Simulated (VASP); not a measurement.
## P (black): computed properties

Calculation: PBEsol GGA, VASP's PBE PAW potentials (set 64) (plane waves; VASP).

```
Quantity                                                                                   Result
----------------------------------  -------------------------------------------------------------
space group                                                                             Cmce (64)
cell                                a = 3.3206 Å, b = 10.2581 Å, c = 4.1862 Å, α = β = γ = 90.00°
volume per atom                                                                     17.82 Å³/atom
band gap (over mesh and band path)                       none (metal, semimetal or under 0.01 eV)
Hill bulk modulus                                                                        34.9 GPa
Hill shear modulus                                                                       29.4 GPa
Poisson's ratio                                                                             0.171
density                                                                                2.89 g/cm³
optical Γ-point spectrum                         101, 177, 216, 361, 401, 412, 417, 446, 456 cm⁻¹
```

```
P
1.0
    1.66030    -5.12903     0.00000
    1.66030     5.12903     0.00000
    0.00000     0.00000     4.18615
P
4
Direct
  0.10557   0.89443   0.92738
  0.39443   0.60557   0.42738
  0.60557   0.39443   0.57262
  0.89443   0.10557   0.07262
```

Measured: gap 0.35 eV (computed value off by -0.35 eV), as given by Das et al., (2018), arXiv:1807.05623. Without a dispersion term in the relaxation, distances and binding between the weakly bound layers, chains or molecules are unreliable, and so is what depends on them. Finite-difference elastic constants of metals are sensitive to mesh and smearing; shear constants can be off by tens of GPa.

The compound is P in the black structure. It was relaxed first, which changed the volume by -6 %. Symmetry was kept, so distortions that lower it aren't found.
